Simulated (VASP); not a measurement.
A convergence study with VASP on TlBr (CsCl type): one setting is varied, all else stays as given below, so the limit is that of these other settings.

```
CELL_PARAMETERS angstrom
      3.99000     0.00000     0.00000
      0.00000     3.99000     0.00000
      0.00000     0.00000     3.99000
ATOMIC_POSITIONS crystal
  Tl 0.00000 0.00000 0.00000
  Br 0.50000 0.50000 0.50000
```

The numbers are results of PBE GGA, VASP's PBE PAW potentials (set 64) (plane waves; VASP 6.6.1), not measurements. The tightest run used: 550 eV cut-off, 16×16×16 Γ-centred mesh, tetrahedra with Blöchl corrections, potentials Tl_d Br.

Unless said otherwise, spin-orbit coupling is left out, though it shifts the bands of the heavy elements here. Gaps are read on the run's mesh, which can miss a band edge.

```json
[
 {"setting": "3×3×3 mesh", "E (eV/atom)": "-2.7635", "pressure (GPa)": "0.89", "gap on the mesh (eV)": "3.628", "irreducible k-points": "4"},
 {"setting": "4×4×4 mesh", "E (eV/atom)": "-2.7622", "pressure (GPa)": "1.13", "gap on the mesh (eV)": "1.875", "irreducible k-points": "10"},
 {"setting": "5×5×5 mesh", "E (eV/atom)": "-2.7679", "pressure (GPa)": "1.00", "gap on the mesh (eV)": "2.626", "irreducible k-points": "10"}
]
```

**Question.** These are the cheaper rows. Estimate the results at 16×16×16 mesh, and how far the last row shown lies from them.

**Answer.** 
```json
[
 {"quantity": "E (eV/atom)", "tightest run": "-2.7680", "last row shown is off by": "0.0001"},
 {"quantity": "pressure (GPa)", "tightest run": "1.01", "last row shown is off by": "-0.01"},
 {"quantity": "gap on the mesh (eV)", "tightest run": "1.882", "last row shown is off by": "0.744"}
]
```

Left out are rungs that failed or repeat a setting and relaxations that didn't move; long series are thinned to 24 rows.

The compound is TlBr in the CsCl type structure. The cell was not relaxed at this level.
